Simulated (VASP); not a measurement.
Given:

```yaml
crystal:
  lattice:
    - [4.07152, 0.00000, 0.00000]
    - [0.00000, 4.07152, 0.00000]
    - [0.00000, 0.00000, 4.07152]
  atoms:
    - { symbol: Sc, position: [0.00000, 0.00000, 0.00000] }
    - { symbol: Al, position: [0.00000, 0.50000, 0.50000] }
    - { symbol: Al, position: [0.50000, 0.00000, 0.50000] }
    - { symbol: Al, position: [0.50000, 0.50000, 0.00000] }
```

Method: PBEsol GGA, VASP's PBE PAW potentials (set 64) (plane waves; VASP). Numerical set-up: 500 eV cut-off, 8×8×8 Γ-centred mesh, first-order Methfessel-Paxton smearing of 0.10 eV, potentials Sc_sv Al.

Task: Predict the energy per atom (σ→0), band gap (on the k-mesh) with the smallest direct gap where there is one.

Result: 
The band gap (on the k-mesh) is none (metal, semimetal or under 0.01 eV) and the energy per atom (σ→0) is -5.191 eV/atom.

Only differences to runs with the same potentials and settings are physical.

The compound is Al3Sc in the L1_2 structure. It was relaxed first.
